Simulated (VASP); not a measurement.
Consider the following.

```xyz
2
Lattice="1.4764 -2.5573 0.0000 1.4764 2.5573 0.0000 0.0000 0.0000 5.1563" Properties=species:S:1:pos:R:3 pbc="T T T"
Cd     1.4764     0.8524     1.2891
Cd     1.4764    -0.8524     3.8672
```

Method: PBEsol GGA, VASP's PBE PAW potentials (set 64) (plane waves; VASP). Numerical set-up: 500 eV cut-off, 14×14×7 Γ-centred mesh, first-order Methfessel-Paxton smearing of 0.10 eV, potentials Cd.

### Question
Estimate the energy per atom (σ→0), pressure, band gap (on the k-mesh) with the smallest direct gap where there is one.

### Answer

```
Property                                                    Result
------------------------  ----------------------------------------
band gap (on the k-mesh)  none (metal, semimetal or under 0.01 eV)
energy per atom (σ→0)                               -1.177 eV/atom
pressure                                                  5.10 GPa
```

Only differences to runs with the same potentials and settings are physical.

The compound is Cd in the hcp structure. It was relaxed first under an external pressure of 5 GPa.
